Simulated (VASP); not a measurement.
## LiH: a GW gap and what it depends on

Aim: test the GW correction to the gap of LiH. The starting structure is a measured crystal structure from the Crystallography Open Database. Cell and atoms stay as given.

Calculated with VASP 6.6.1; GW on LDA orbitals, with plane waves and PAW data sets made for GW.

The database entry behind the starting cell differs from later determinations by our own check (the deuteride, about 0.2 % short), so it need not match the best structure at ambient conditions.

## 1. The structure

Symmetry: Fm-3m, No. 225, cubic system. Conventional cell: a = 4.074 Å, b = 4.074 Å, c = 4.074 Å, α = 90.00°, β = 90.00°, γ = 90.00°. Nearest to Li lie 6 H at 2.04 Å. H has 6 Li at 2.04 Å nearest. Farther neighbours are not listed.

As a file:

```cif
data_structure
_symmetry_space_group_name_H-M 'P 1'
_symmetry_Int_Tables_number 1
_cell_length_a 2.8804
_cell_length_b 2.8804
_cell_length_c 2.8804
_cell_angle_alpha 60.000
_cell_angle_beta 60.000
_cell_angle_gamma 60.000
_cell_volume 16.90
loop_
_atom_site_label
_atom_site_type_symbol
_atom_site_fract_x
_atom_site_fract_y
_atom_site_fract_z
_atom_site_occupancy
Li1 Li 0.00000 0.00000 0.00000 1
H2 H 0.50000 0.50000 0.50000 1
```

## 2. G0W0 (response cutoff 100 eV, 5×5×5 mesh)

It reads the orbitals and their derivatives (WAVECAR and WAVEDER) of a run with the empty bands, which follows a ground-state run; neither is shown.

The input, INCAR:

```
SYSTEM = LiH
PREC = Accurate
ENCUT = 320
ISMEAR = 0
SIGMA = 0.01
LREAL = .FALSE.
GGA = CA
NBANDS = 40
ALGO = EVGW0
NELMGW = 1
ENCUTGW = 100
NOMEGA = 40
PRECFOCK = Fast
NBANDSGW = 12
LWAVE = .FALSE.
LCHARG = .FALSE.
```

The input, POSCAR:

```
LiH
1.0
    0.0000000000      2.0367500000      2.0367500000
    2.0367500000      0.0000000000      2.0367500000
    2.0367500000      2.0367500000      0.0000000000
Li H
1 1
Direct
    0.0000000000      0.0000000000      0.0000000000
    0.5000000000      0.5000000000      0.5000000000
```

The input, KPOINTS:

```
Automatic mesh
0
Gamma
5 5 5
0 0 0
```

Potentials, in the order of the species: Li_GW and H_GW (LDA family, release 64).

Command:

```bash
mpirun -np 4 vasp_std
```

Log:

```text
[banner, memory and clock lines left out]
running    4 mpi-ranks, on    1 nodes
 distrk:  each k-point on    4 cores,    1 groups
 distr:  one band on    1 cores,    4 groups

 POSCAR found type information on POSCAR LiH
 POSCAR found :  2 types and       2 ions
|                                                                             |
|           W    W    AA    RRRRR   N    N  II  N    N   GGGG   !!!           |
|           W    W   A  A   R    R  NN   N  II  NN   N  G    G  !!!           |
|           W    W  A    A  R    R  N N  N  II  N N  N  G       !!!           |
|           W WW W  AAAAAA  RRRRR   N  N N  II  N  N N  G  GGG   !            |
|           WW  WW  A    A  R   R   N   NN  II  N   NN  G    G                |
|           W    W  A    A  R    R  N    N  II  N    N   GGGG   !!!           |
|                                                                             |
|     The default for ENCUTGWSOFT is different in this version of VASP.       |
|     please manually set ENCUTGWSOFT =100 in the INCAR file.                 |
|                                                                             |

 LDA part: xc-table for (Slater(with rela. corr.)+CA(PZ))
 , standard interpolation
 found WAVECAR, reading the header
 POSCAR, INCAR and KPOINTS ok, starting setup
 FFT: planning ... GRIDC
 FFT: planning ... GRID_SOFT
 FFT: planning ... GRID
 reading WAVECAR
 the WAVECAR file was read successfully
 initial charge from wavefunction
 available memory per node:    127.59 GB, setting MAXMEM to    130654

 The Fermi energy was updated, please check that it is located mid-gap
 values below the HOMO (VB) or above the LUMO (CB) will cause erroneous energies
 E-fermi :   0.6552

 calculate exact exchange contribution
 the WAVEDER file was read successfully
energies w=
    0.000    0.000    0.673    0.000    1.343    0.000    2.005    0.000
    2.656    0.000    3.295    0.000    3.920    0.000    4.531    0.000
    5.129    0.000    5.714    0.000    6.290    0.000    6.857    0.000
    7.418    0.000    7.977    0.000    8.537    0.000    9.100    0.000
    9.671    0.000   10.254    0.000   10.854    0.000   11.477    0.000
   12.127    0.000   12.813    0.000   13.543    0.000   14.328    0.000
   15.181    0.000   16.117    0.000   17.159    0.000   18.331    0.000
   19.672    0.000   21.227    0.000   23.065    0.000   25.282    0.000
   28.020    0.000   31.499    0.000   36.076    0.000   42.375    0.000
   51.583    0.000   66.287    0.000   93.377    0.000  159.399    0.000
 responsefunction array rank=      52
 LDA part: xc-table for (Slater(with rela. corr.)+CA(PZ))
 , standard interpolation

 min. memory requirement per mpi rank     50.0 MB, per node    200.1 MB

 allocating  10 responsefunctions rank=    52
 shmem allocating  40 responsefunctions rank=    52
 response function shared by NCSHMEM nodes    1
 Doing           10  frequencies on each core in blocks of           40
NQ=   1    0.0000    0.0000    0.0000,
|.........|.........|.........|.........|.........|.........|.........|.........
 performed         19000 updates of chi_q(r,r)
 total number of BLAS operations          0.40 Gflops
NQ=   2    0.2000    0.0000    0.0000,
|.........|.........|.........|.........|.........|.........|.........|.........
 performed         94000 updates of chi_q(r,r)
 total number of BLAS operations          1.38 Gflops
NQ=   3    0.4000    0.0000    0.0000,
|.........|.........|.........|.........|.........|.........|.........|.........
 performed        169000 updates of chi_q(r,r)
 total number of BLAS operations          2.35 Gflops
NQ=   4    0.2000    0.2000    0.0000,
|.........|.........|.........|.........|.........|.........|.........|.........
 performed        231000 updates of chi_q(r,r)
 total number of BLAS operations          3.27 Gflops
NQ=   5    0.4000    0.2000    0.0000,
|.........|.........|.........|.........|.........|.........|.........|.........
 performed        349000 updates of chi_q(r,r)
 total number of BLAS operations          4.50 Gflops
NQ=   6   -0.4000    0.2000    0.0000,
|.........|.........|.........|.........|.........|.........|.........|.........
 performed        467000 updates of chi_q(r,r)
 total number of BLAS operations          5.86 Gflops
NQ=   7   -0.2000    0.2000    0.0000,
|.........|.........|.........|.........|.........|.........|.........|.........
 performed        558000 updates of chi_q(r,r)
 total number of BLAS operations          6.92 Gflops
NQ=   8    0.4000    0.4000    0.0000,
|.........|.........|.........|.........|.........|.........|.........|.........
 performed        620000 updates of chi_q(r,r)
 total number of BLAS operations          7.72 Gflops
NQ=   9   -0.4000    0.4000    0.0000,
|.........|.........|.........|.........|.........|.........|.........|.........
 performed        711000 updates of chi_q(r,r)
 total number of BLAS operations          8.78 Gflops
NQ=  10   -0.4000    0.4000    0.2000,
|.........|.........|.........|.........|.........|.........|.........|.........
 performed        831000 updates of chi_q(r,r)
 total number of BLAS operations         10.24 Gflops
 resolving degeneracies of screened two electron integrals

 calculate QP shifts <psi_nk| G(iteration)W_0 |psi_nk>: iteration 1
 entering main loop
```

It took 5.4 s on 4 MPI ranks of Intel Xeon Platinum 8259CL at 2.50GHz (Skylake/Cascade Lake), shared host; peak memory 0.44 GiB.

Lines that name or quote the potential files are left out of all logs, and their timing lines are given in words.

OUTCAR, selected parts (step 2):

```text
ion  position               nearest neighbor table
   1  0.000  0.000  0.000-   2 2.04   2 2.04   2 2.04   2 2.04   2 2.04   2 2.04
   2  0.500  0.500  0.500-   1 2.04   1 2.04   1 2.04   1 2.04   1 2.04   1 2.04

  LATTYP: Found a face centered cubic cell.
 ALAT       =     4.0735000000

 Subroutine GETGRP returns: Found 48 space group operations
 (whereof 48 operations were pure point group operations)

The static configuration has the point symmetry O_h .

 Found     10 irreducible k-points:

   k-points           NKPTS =     10   k-points in BZ     NKDIM =    125   number of bands    NBANDS=     40

   dimension x,y,z NGX =    18 NGY =   18 NGZ =   18
   dimension x,y,z NGXF=    36 NGYF=   36 NGZF=   36

   ENCUT  =  320.0 eV  23.52 Ry    4.85 a.u.   4.20  4.20  4.20*2*pi/ulx,y,z

   NELECT =       2.0000    total number of electrons

  energy-cutoff  :      320.00
  volume of cell :       16.90
      direct lattice vectors                 reciprocal lattice vectors
     0.000000000  2.036750000  2.036750000    -0.245489137  0.245489137  0.245489137
     2.036750000  0.000000000  2.036750000     0.245489137 -0.245489137  0.245489137
     2.036750000  2.036750000  0.000000000     0.245489137  0.245489137 -0.245489137

 k-points in reciprocal lattice and weights: Automatic mesh
   0.00000000  0.00000000  0.00000000       0.008
   0.20000000  0.00000000  0.00000000       0.064
   0.40000000  0.00000000  0.00000000       0.064
   0.20000000  0.20000000  0.00000000       0.048
   0.40000000  0.20000000  0.00000000       0.192
  -0.40000000  0.20000000  0.00000000       0.192
  -0.20000000  0.20000000  0.00000000       0.096
   0.40000000  0.40000000  0.00000000       0.048
  -0.40000000  0.40000000  0.00000000       0.096
  -0.40000000  0.40000000  0.20000000       0.192

 E-fermi :   0.6552

 QP shifts <psi_nk| G(iteration)W_0 |psi_nk>: iteration 1
 for sc-GW calculations column KS-energies equals QP-energies in previous step
 and V_xc(KS)=  KS-energies - (<T + V_ion + V_H > + <T+V_H+V_ion>^1  + <V_x>^1)
 k-point   1 :       0.0000    0.0000    0.0000
  band No.  KS-energies  QP-energies   sigma(KS)   V_xc(KS)     V^pw_x(r,r')   Z            occupation Imag(sigma)
      1      -6.2865      -7.5345     -11.0936      -9.1819     -14.8369       0.6528       2.0000       0.2973
      2      14.6903      15.2726     -10.0539     -10.8672      -4.0016       0.7160       0.0000      -1.0551
      3      16.0611      17.2288      -6.5241      -8.1254      -1.3487       0.7292       0.0000      -0.5857
      4      16.0611      17.2288      -6.5241      -8.1254      -1.3487       0.7292       0.0000      -0.5857
      5      16.0611      17.2288      -6.5241      -8.1254      -1.3487       0.7292       0.0000      -0.5857
    ...

 k-point   2 :       0.2000    0.0000    0.0000
  band No.  KS-energies  QP-energies   sigma(KS)   V_xc(KS)     V^pw_x(r,r')   Z            occupation Imag(sigma)
      1      -5.5956      -6.8344     -11.1281      -9.2659     -14.5113       0.6652       2.0000       0.2430
      2       9.9107      10.6362      -7.5382      -8.5414      -2.7234       0.7231       0.0000      -0.3260
      3      14.1581      14.8160      -8.7414      -9.6664      -3.0162       0.7112       0.0000      -0.8911
      4      15.0983      16.1249      -6.5511      -7.9618      -1.3319       0.7277       0.0000      -0.6238
      5      15.0983      16.1249      -6.5511      -7.9618      -1.3319       0.7277       0.0000      -0.6238
    ...

 k-point   3 :       0.4000    0.0000    0.0000
  band No.  KS-energies  QP-energies   sigma(KS)   V_xc(KS)     V^pw_x(r,r')   Z            occupation Imag(sigma)
      1      -3.9393      -5.1351     -11.3167      -9.6355     -13.9611       0.7113       2.0000       0.1606
      2       4.5405       5.2171      -6.9699      -7.8594      -3.1182       0.7606       0.0000      -0.1161
      3      12.4938      13.1199      -8.7781      -9.6605      -3.2556       0.7096       0.0000      -0.6720
      4      14.6450      15.6570      -6.3578      -7.7389      -1.0872       0.7328       0.0000      -0.6558
      5      14.6450      15.6570      -6.3578      -7.7389      -1.0872       0.7328       0.0000      -0.6558
    ...

 k-point   4 :       0.2000    0.2000    0.0000
  band No.  KS-energies  QP-energies   sigma(KS)   V_xc(KS)     V^pw_x(r,r')   Z            occupation Imag(sigma)
      1      -5.3263      -6.5558     -11.1267      -9.2889     -14.3731       0.6689       2.0000       0.2259
      2      10.8561      11.4814      -9.1122      -9.9893      -3.9908       0.7130       0.0000      -0.4940
      3      12.3391      13.3273      -6.6443      -7.9975      -1.6923       0.7303       0.0000      -0.4268
      4      12.3391      13.3273      -6.6443      -7.9975      -1.6923       0.7303       0.0000      -0.4268
      5      15.7234      16.1220      -6.8169      -7.3226      -1.2311       0.7882       0.0000      -1.3889
    ...

[... 4 further parts left out ...]
```

G0W0 (response cutoff 100 eV, 5×5×5 mesh): the quasiparticle gap on this mesh is 5.665 eV, +2.041 eV from the LDA gap on the same points, with 40 bands.

## 3. G0W0 (response cutoff 160 eV, 5×5×5 mesh)

It reads the orbitals and their derivatives (WAVECAR and WAVEDER) of a run with the empty bands, which follows a ground-state run; neither is shown.

Edit INCAR of step 2 so:

```diff
@@ -7,6 +7,6 @@
 GGA = CA
-NBANDS = 40
+NBANDS = 80
 ALGO = EVGW0
 NELMGW = 1
-ENCUTGW = 100
+ENCUTGW = 160
 NOMEGA = 40
```

POSCAR is that of step 2.

KPOINTS is that of step 2.

Command:

```bash
mpirun -np 4 vasp_std
```

Log:

```text
[banner, memory and clock lines left out]
running    4 mpi-ranks, on    1 nodes
[...]
|                                                                             |
|           W    W    AA    RRRRR   N    N  II  N    N   GGGG   !!!           |
|           W    W   A  A   R    R  NN   N  II  NN   N  G    G  !!!           |
|           W    W  A    A  R    R  N N  N  II  N N  N  G       !!!           |
|           W WW W  AAAAAA  RRRRR   N  N N  II  N  N N  G  GGG   !            |
|           WW  WW  A    A  R   R   N   NN  II  N   NN  G    G                |
|           W    W  A    A  R    R  N    N  II  N    N   GGGG   !!!           |
|                                                                             |
|     The default for ENCUTGWSOFT is different in this version of VASP.       |
|     please manually set ENCUTGWSOFT =160 in the INCAR file.                 |
|                                                                             |

 LDA part: xc-table for (Slater(with rela. corr.)+CA(PZ))
[...]
total number of BLAS operations         30.64 Gflops
NQ=   6   -0.4000    0.2000    0.0000,
|.........|.........|.........|.........|.........|.........|.........|.........
 performed        939000 updates of chi_q(r,r)
 total number of BLAS operations         42.45 Gflops
NQ=   7   -0.2000    0.2000    0.0000,
|.........|.........|.........|.........|.........|.........|.........|.........
 performed       1121000 updates of chi_q(r,r)
 total number of BLAS operations         50.69 Gflops
NQ=   8    0.4000    0.4000    0.0000,
|.........|.........|.........|.........|.........|.........|.........|.........
 performed       1246000 updates of chi_q(r,r)
 total number of BLAS operations         57.11 Gflops
NQ=   9   -0.4000    0.4000    0.0000,
|.........|.........|.........|.........|.........|.........|.........|.........
 performed       1428000 updates of chi_q(r,r)
 total number of BLAS operations         65.78 Gflops
NQ=  10   -0.4000    0.4000    0.2000,
|.........|.........|.........|.........|.........|.........|.........|.........
 performed       1668000 updates of chi_q(r,r)
 total number of BLAS operations         79.36 Gflops
 resolving degeneracies of screened two electron integrals

 calculate QP shifts <psi_nk| G(iteration)W_0 |psi_nk>: iteration 1
 entering main loop
[key lines of the parts left out:]
E-fermi :   0.6552
```

Run time: 7.4 s. Hardware: 4 MPI ranks; peak memory 0.49 GiB; 28 s of CPU time.

From OUTCAR (step 3):

```text
 QP shifts <psi_nk| G(iteration)W_0 |psi_nk>: iteration 1
 for sc-GW calculations column KS-energies equals QP-energies in previous step
 and V_xc(KS)=  KS-energies - (<T + V_ion + V_H > + <T+V_H+V_ion>^1  + <V_x>^1)
 k-point   1 :       0.0000    0.0000    0.0000
  band No.  KS-energies  QP-energies   sigma(KS)   V_xc(KS)     V^pw_x(r,r')   Z            occupation Imag(sigma)
      1      -6.2865      -7.5950     -11.1960      -9.1819     -14.8369       0.6497       2.0000       0.2741
      2      14.6903      15.0523     -10.3535     -10.8672      -4.0016       0.7046       0.0000      -1.0493
      3      16.0611      17.1797      -6.5884      -8.1254      -1.3487       0.7277       0.0000      -0.5805
      4      16.0611      17.1797      -6.5884      -8.1254      -1.3487       0.7277       0.0000      -0.5805
      5      16.0611      17.1797      -6.5884      -8.1254      -1.3487       0.7277       0.0000      -0.5805
    ...

[... 1 part as in an earlier step ...]

[... 2 further parts left out ...]
[key lines of the parts left out:]
E-fermi :   0.6552
```

G0W0 (response cutoff 160 eV, 5×5×5 mesh): the quasiparticle gap on this mesh is 5.770 eV, +2.146 eV from the LDA gap on the same points, with 80 bands.

## 4. G0W0 (response cutoff 240 eV, 5×5×5 mesh)

It reads the orbitals and their derivatives (WAVECAR and WAVEDER) of a run with the empty bands, which follows a ground-state run; neither is shown.

Edit INCAR of step 3 so:

```diff
@@ -7,6 +7,6 @@
 GGA = CA
-NBANDS = 80
+NBANDS = 144
 ALGO = EVGW0
 NELMGW = 1
-ENCUTGW = 160
+ENCUTGW = 240
 NOMEGA = 40
```

POSCAR is that of step 3.

KPOINTS is that of step 3.

Command:

```bash
mpirun -np 4 vasp_std
```

Log:

```text
[banner, memory and clock lines left out]
running    4 mpi-ranks, on    1 nodes
[...]
|                                                                             |
|           W    W    AA    RRRRR   N    N  II  N    N   GGGG   !!!           |
|           W    W   A  A   R    R  NN   N  II  NN   N  G    G  !!!           |
|           W    W  A    A  R    R  N N  N  II  N N  N  G       !!!           |
|           W WW W  AAAAAA  RRRRR   N  N N  II  N  N N  G  GGG   !            |
|           WW  WW  A    A  R   R   N   NN  II  N   NN  G    G                |
|           W    W  A    A  R    R  N    N  II  N    N   GGGG   !!!           |
|                                                                             |
|     The default for ENCUTGWSOFT is different in this version of VASP.       |
|     please manually set ENCUTGWSOFT =240 in the INCAR file.                 |
|                                                                             |

 LDA part: xc-table for (Slater(with rela. corr.)+CA(PZ))
[...]
total number of BLAS operations        219.13 Gflops
NQ=   6   -0.4000    0.2000    0.0000,
|.........|.........|.........|.........|.........|.........|.........|.........
 performed       1695000 updates of chi_q(r,r)
 total number of BLAS operations        289.84 Gflops
NQ=   7   -0.2000    0.2000    0.0000,
|.........|.........|.........|.........|.........|.........|.........|.........
 performed       2024000 updates of chi_q(r,r)
 total number of BLAS operations        344.50 Gflops
NQ=   8    0.4000    0.4000    0.0000,
|.........|.........|.........|.........|.........|.........|.........|.........
 performed       2249000 updates of chi_q(r,r)
 total number of BLAS operations        380.42 Gflops
NQ=   9   -0.4000    0.4000    0.0000,
|.........|.........|.........|.........|.........|.........|.........|.........
 performed       2578000 updates of chi_q(r,r)
 total number of BLAS operations        427.76 Gflops
NQ=  10   -0.4000    0.4000    0.2000,
|.........|.........|.........|.........|.........|.........|.........|.........
 performed       3011000 updates of chi_q(r,r)
 total number of BLAS operations        497.63 Gflops
 resolving degeneracies of screened two electron integrals

 calculate QP shifts <psi_nk| G(iteration)W_0 |psi_nk>: iteration 1
 entering main loop
[key lines of the parts left out:]
E-fermi :   0.6552
```

The job ended after 16 s (4 MPI ranks; peak memory 0.62 GiB).

Parts of OUTCAR (step 4):

```text
 QP shifts <psi_nk| G(iteration)W_0 |psi_nk>: iteration 1
 for sc-GW calculations column KS-energies equals QP-energies in previous step
 and V_xc(KS)=  KS-energies - (<T + V_ion + V_H > + <T+V_H+V_ion>^1  + <V_x>^1)
 k-point   1 :       0.0000    0.0000    0.0000
  band No.  KS-energies  QP-energies   sigma(KS)   V_xc(KS)     V^pw_x(r,r')   Z            occupation Imag(sigma)
      1      -6.2865      -7.6429     -11.2606      -9.1819     -14.8369       0.6525       2.0000       0.2111
      2      14.6903      14.9429     -10.5130     -10.8672      -4.0016       0.7131       0.0000      -1.0810
      3      16.0611      17.1666      -6.6148      -8.1254      -1.3487       0.7318       0.0000      -0.6086
      4      16.0611      17.1666      -6.6148      -8.1254      -1.3487       0.7318       0.0000      -0.6086
      5      16.0611      17.1666      -6.6148      -8.1254      -1.3487       0.7318       0.0000      -0.6086
    ...

[... 1 part as in an earlier step ...]

[... 2 further parts left out ...]
[key lines of the parts left out:]
E-fermi :   0.6552
```

G0W0 (response cutoff 240 eV, 5×5×5 mesh): the quasiparticle gap on this mesh is 5.816 eV, +2.192 eV from the LDA gap on the same points, with 144 bands.

[end of part 1 of 2]

[Lines on the potential files, build, host, timing and source positions are cut from VASP's logs without a mark.]

[Logs are printed without paths, hosts, clocks, repeated set-up lines and the standing remarks that a program may print on its own settings, such as how far it seeks lower states.]

[Hosts, paths, dates, database ids (printed as entryN), source tags and the programs' standing remarks are cut or masked in the printed files.]
